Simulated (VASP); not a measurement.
Data:

```yaml
crystal:
  lattice:
    - [1.22650, -2.12435, 0.00000]
    - [1.22650, 2.12435, 0.00000]
    - [0.00000, 0.00000, 6.89989]
  atoms:
    - { symbol: C, position: [0.00000, 0.00000, 0.25000] }
    - { symbol: C, position: [0.00000, 0.00000, 0.75000] }
    - { symbol: C, position: [0.33333, 0.66667, 0.25000] }
    - { symbol: C, position: [0.66667, 0.33333, 0.75000] }
```

Method: SCAN meta-GGA, VASP's PBE PAW potentials (set 64) (plane waves; VASP). Settings: 520 eV cut-off, 12×12×4 Γ-centred mesh, tetrahedra with Blöchl corrections, potentials C.

The cores are frozen, which limits the accuracy of field gradients.

### Question
Give the principal components of the electric field gradient (V/Å²) and the asymmetry η at each nucleus.

### Answer

```json
[
 {"atom": "C1", "Vxx": "-17.6", "Vyy": "-17.6", "Vzz": "35.2", "η": "0.00"},
 {"atom": "C2", "Vxx": "-17.6", "Vyy": "-17.6", "Vzz": "35.2", "η": "0.00"},
 {"atom": "C3", "Vxx": "-16.0", "Vyy": "-16.0", "Vzz": "32.0", "η": "0.00"},
 {"atom": "C4", "Vxx": "-16.0", "Vyy": "-16.0", "Vzz": "32.0", "η": "0.00"}
]
```

The compound is C in the graphite structure. It was relaxed first.
